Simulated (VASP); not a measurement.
Output of a VASP run:

### OUTCAR
```
 ion  position               nearest neighbor table
   1  0.333  0.667  0.250-   2 3.57   2 3.57   2 3.57   2 3.57   2 3.57   2 3.57
   2  0.667  0.333  0.750-   1 3.57   1 3.57   1 3.57   1 3.57   1 3.57   1 3.57
  LATTYP: Found a hexagonal cell.
 ALAT       =     3.7022805841
 C/A-ratio  =     1.5427189776
 Subroutine PRICEL returns:
 Original cell was already a primitive cell.
 Subroutine GETGRP returns: Found 24 space group operations
The static configuration has the point symmetry D_3d.
 The point group associated with its full space group is D_6h.
The dynamic configuration has the point symmetry D_3d.
 Subroutine INISYM returns: Found 24 space group operations
 Subroutine IBZKPT returns following result:
 Found     64 irreducible k-points:

 Following reciprocal coordinates:
            Coordinates               Weight
  0.000000  0.000000  0.000000      1.000000
  0.090909 -0.000000  0.000000      6.000000
  0.181818 -0.000000  0.000000      6.000000
  0.272727 -0.000000  0.000000      6.000000
  0.363636 -0.000000  0.000000      6.000000
  0.454545 -0.000000  0.000000      6.000000
  0.090909  0.090909  0.000000      6.000000
  0.181818  0.090909  0.000000     12.000000
  0.272727  0.090909  0.000000     12.000000
  0.363636  0.090909  0.000000     12.000000
  0.454545  0.090909  0.000000      6.000000
  0.181818  0.181818  0.000000      6.000000
  0.272727  0.181818  0.000000     12.000000
  0.363636  0.181818  0.000000     12.000000
  0.272727  0.272727  0.000000      6.000000
  0.363636  0.272727  0.000000      6.000000
  0.000000  0.000000  0.142857      2.000000
  0.090909 -0.000000  0.142857     12.000000
  0.181818 -0.000000  0.142857     12.000000
  0.272727 -0.000000  0.142857     12.000000
  0.363636 -0.000000  0.142857     12.000000
  0.454545 -0.000000  0.142857     12.000000
  0.090909  0.090909  0.142857     12.000000
  0.181818  0.090909  0.142857     24.000000
  0.272727  0.090909  0.142857     24.000000
  0.363636  0.090909  0.142857     24.000000
  0.454545  0.090909  0.142857     12.000000
  0.181818  0.181818  0.142857     12.000000
  0.272727  0.181818  0.142857     24.000000
  0.363636  0.181818  0.142857     24.000000
  0.272727  0.272727  0.142857     12.000000
  0.363636  0.272727  0.142857     12.000000
  0.000000  0.000000  0.285714      2.000000
  0.090909 -0.000000  0.285714     12.000000
  0.181818 -0.000000  0.285714     12.000000
  0.272727 -0.000000  0.285714     12.000000
  0.363636 -0.000000  0.285714     12.000000
  0.454545 -0.000000  0.285714     12.000000
  0.090909  0.090909  0.285714     12.000000
  0.181818  0.090909  0.285714     24.000000
   k-points           NKPTS =     64   k-points in BZ     NKDIM =     64   number of bands    NBANDS=     15
   number of dos      NEDOS =    301   number of ions     NIONS =      2
   total plane-waves  NPLWV =  32928
   dimension x,y,z NGX =    28 NGY =   28 NGZ =   42
   dimension x,y,z NGXF=    56 NGYF=   56 NGZF=   84
   ions per type =               2
   PREC   = accura    normal or accurate (medium, high low for compatibility)
   ISTART =      0    job   : 0-new  1-cont  2-samecut
   ICHARG =      2    charge: 1-file 2-atom 10-const
   ISPIN  =      1    spin polarized calculation?
   LNONCOLLINEAR =      F non collinear calculations
   LSORBIT =      F    spin-orbit coupling
   INIWAV =      1    electr: 0-lowe 1-rand  2-diag
   ENCUT  =  520.0 eV  38.22 Ry    6.18 a.u.   6.88  6.88 10.62*2*pi/ulx,y,z
   NELM   =    100;   NELMIN=  2; NELMDL= -5     # of ELM steps
   EDIFF  = 0.1E-06   stopping-criterion for ELM
   LREAL  =      F    real-space projection
   NLSPLINE    = F    spline interpolate recip. space projectors
   LMAXMIX     =    4 max onsite mixed and CHGCAR
   VOSKOWN=      0    Vosko Wilk Nusair interpolation
   EDIFFG = -.1E-01   stopping-criterion for IOM
   NSW    =     30    number of steps for IOM
...
```

### OSZICAR
```
...
DAV:  38    -0.133266017040E+02   -0.28463E-05   -0.57539E-07  1933   0.660E-03    0.245E-03
DAV:  39    -0.133266024113E+02   -0.70732E-06   -0.11036E-07  1331   0.301E-03    0.228E-03
DAV:  40    -0.133266006313E+02    0.17800E-05   -0.24304E-07  1429   0.499E-03    0.220E-03
DAV:  41    -0.133266019668E+02   -0.13354E-05   -0.35187E-07  1422   0.546E-03    0.309E-03
DAV:  42    -0.133266015616E+02    0.40519E-06   -0.20773E-08   974   0.188E-03    0.337E-03
DAV:  43    -0.133266018900E+02   -0.32840E-06   -0.72200E-08  1016   0.244E-03    0.312E-03
DAV:  44    -0.133266020221E+02   -0.13208E-06   -0.15039E-08   981   0.122E-03    0.216E-03
DAV:  45    -0.133266020814E+02   -0.59376E-07   -0.13666E-07  1422   0.345E-03
   1 F= -.13326602E+02 E0= -.13326004E+02  d E =-.133266E+02
       N       E                     dE             d eps       ncg     rms          rms(c)
DAV:   1    -0.133278227251E+02   -0.12207E-02   -0.67979E-02  1920   0.212E+00    0.206E-01
DAV:   2    -0.133270582435E+02    0.76448E-03   -0.26627E-03  2172   0.391E-01    0.101E-01
DAV:   3    -0.133269782740E+02    0.79969E-04   -0.11755E-03  1962   0.376E-01    0.667E-02
DAV:   4    -0.133270197099E+02   -0.41436E-04   -0.69367E-04  1962   0.291E-01    0.393E-02
DAV:   5    -0.133269575928E+02    0.62117E-04   -0.46875E-04  1920   0.251E-01    0.116E-02
DAV:   6    -0.133269213799E+02    0.36213E-04   -0.64265E-05  2081   0.892E-02    0.702E-03
DAV:   7    -0.133269147430E+02    0.66368E-05   -0.73168E-06  2284   0.293E-02    0.462E-03
DAV:   8    -0.133269233153E+02   -0.85723E-05   -0.40297E-06  2011   0.215E-02    0.286E-03
DAV:   9    -0.133269219262E+02    0.13891E-05   -0.48232E-07  1982   0.629E-03    0.202E-03
DAV:  10    -0.133269210936E+02    0.83262E-06   -0.18278E-07  1471   0.495E-03    0.509E-04
DAV:  11    -0.133269205176E+02    0.57606E-06   -0.45879E-08  1058   0.221E-03    0.440E-04
DAV:  12    -0.133269207775E+02   -0.25994E-06   -0.38125E-09   981   0.584E-04    0.355E-04
DAV:  13    -0.133269205618E+02    0.21575E-06   -0.20789E-09   974   0.435E-04    0.248E-04
DAV:  14    -0.133269201580E+02    0.40370E-06   -0.31367E-09   981   0.607E-04    0.957E-05
DAV:  15    -0.133269203450E+02   -0.18692E-06   -0.16724E-09   981   0.391E-04    0.888E-05
DAV:  16    -0.133269203640E+02   -0.19032E-07   -0.55784E-10   981   0.176E-04
   2 F= -.13326920E+02 E0= -.13326385E+02  d E =-.318283E-03
       N       E                     dE             d eps       ncg     rms          rms(c)
DAV:   1    -0.133271460726E+02   -0.22573E-03   -0.13932E-02  1920   0.957E-01    0.943E-02
DAV:   2    -0.133269909125E+02    0.15516E-03   -0.54609E-04  2172   0.177E-01    0.460E-02
DAV:   3    -0.133269683732E+02    0.22539E-04   -0.24588E-04  1948   0.172E-01    0.292E-02
DAV:   4    -0.133269848238E+02   -0.16451E-04   -0.13859E-04  1962   0.130E-01    0.177E-02
DAV:   5    -0.133269619490E+02    0.22875E-04   -0.93916E-05  1920   0.112E-01    0.527E-03
DAV:   6    -0.133269607919E+02    0.11570E-05   -0.13679E-05  2060   0.412E-02    0.301E-03
DAV:   7    -0.133269572829E+02    0.35090E-05   -0.16401E-06  2263   0.139E-02    0.221E-03
DAV:   8    -0.133269614193E+02   -0.41364E-05   -0.80643E-07  1702   0.970E-03    0.122E-03
DAV:   9    -0.133269608191E+02    0.60017E-06   -0.94553E-08  1422   0.275E-03    0.878E-04
DAV:  10    -0.133269603302E+02    0.48889E-06   -0.90406E-08  1443   0.319E-03    0.694E-04
DAV:  11    -0.133269602678E+02    0.62385E-07   -0.42441E-08  1079   0.206E-03
   3 F= -.13326960E+02 E0= -.13326453E+02  d E =-.358186E-03
```

### OUTCAR
```
------------------------ aborting loop because EDIFF is reached ----------------------------------------
  FORCE on cell =-STRESS in cart. coord.  units (eV):
  Direction    XX          YY          ZZ          XY          YZ          ZX
  --------------------------------------------------------------------------------------
  Total       -0.4273666     -0.4273667     -0.4230439      0.0000000      0.0000000     -0.0000000
  in kB      -10.0991713    -10.0991730     -9.9970210      0.0000000      0.0000000     -0.0000000
  external PRESSURE =     -10.0651218 kB  Pullay stress =       0.0000000 kB
  volume of cell :       67.80
      direct lattice vectors                 reciprocal lattice vectors
     1.847452056 -3.199881099  0.000000000     0.270643018 -0.156255806 -0.000000000
     1.847452056  3.199881099 -0.000000000     0.270643018  0.156255806 -0.000000000
     0.000000000 -0.000000000  5.734405622     0.000000000  0.000000000  0.174385990
 POSITION                                       TOTAL-FORCE (eV/Angst)
 -----------------------------------------------------------------------------------
      1.84745      1.06663      1.43360         0.000000     -0.000000      0.000000
      1.84745     -1.06663      4.30080        -0.000000      0.000000     -0.000000
 -----------------------------------------------------------------------------------
    total drift:                               -0.000069      0.000513     -0.000008
  FREE ENERGIE OF THE ION-ELECTRON SYSTEM (eV)
  ---------------------------------------------------
  free  energy   TOTEN  =       -13.3269602678 eV

  energy  without entropy=      -13.3254386974  energy(sigma->0) =      -13.32645308

 reached required accuracy - stopping structural energy minimisation
```
(Selected blocks of OUTCAR.)

**POSCAR**
```
Y
1
    1.8511401697    -3.2062691084     0.0000000000
    1.8511401697     3.2062691084     0.0000000000
    0.0000000000     0.0000000000     5.7115785176
Y
2
Direct
  0.3333330000   0.6666670000   0.2500000000
  0.6666670000   0.3333330000   0.7500000000
```

Question: Write an INCAR and KPOINTS that could have produced this output.

Answer: One answer among several that fit: the input of the run itself, MS2 meta-GGA, plane waves, VASP's PBE PAW potentials (set 64).

INCAR:
```
! general
SYSTEM  = Y
PREC    = Accurate
ENCUT   = 520
LREAL   = .FALSE.
LASPH   = .TRUE.

! electronic loop
EDIFF   = 1E-7
NELM    = 100
ALGO    = Normal
LMAXMIX = 4
LMIXTAU = .TRUE.

! smearing
ISMEAR  = 1
SIGMA   = 0.1

! functional
METAGGA = MS2

! ions
IBRION  = 2
NSW     = 30
ISIF    = 4
EDIFFG  = -0.01

! output
LWAVE   = .FALSE.
LCHARG  = .FALSE.
```

**KPOINTS**
```
Automatic mesh
0
gamma
  11 11 7
0 0 0
```

POTCAR, in this order: Y_sv (PBE.64 set). Program: vasp_std.

The compound is Y in the hcp structure. This cell is one point of a volume scan, at 1.03 of the reference volume. Symmetry was kept, so distortions that lower it aren't found.
